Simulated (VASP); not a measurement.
Input:

```
InTl3
1.0
    1.84775    -2.75489     0.00000
    1.84775     2.75489     0.00000
    0.00000     0.00000    10.91585
Tl In
3 1
Direct
  0.50000   0.50000   0.75524
  0.50000   0.50000   0.24476
  0.00000   0.00000   0.50000
  0.00000   0.00000   0.00000
```

Level of theory: PBEsol GGA, VASP's PBE PAW potentials (set 64) (plane waves; VASP). Settings: 400 eV cut-off, Gaussian smearing of 0.050 eV, potentials Tl_d In_d.

Unless said otherwise, spin-orbit coupling is left out, though it shifts the bands of the heavy elements here.

Task: What does the run give for the band gap (along the path) with the smallest direct gap where there is one?

Result: 
```
Item                                                          Value
-------------------------  ----------------------------------------
band gap (along the path)  none (metal, semimetal or under 0.01 eV)
```

The absolute energy has meaning only against runs of the same code, potentials and settings.

The structure comes from a computed database's Tl3In entry (Cmmm); how it stands against other phases isn't given here. It was relaxed first.
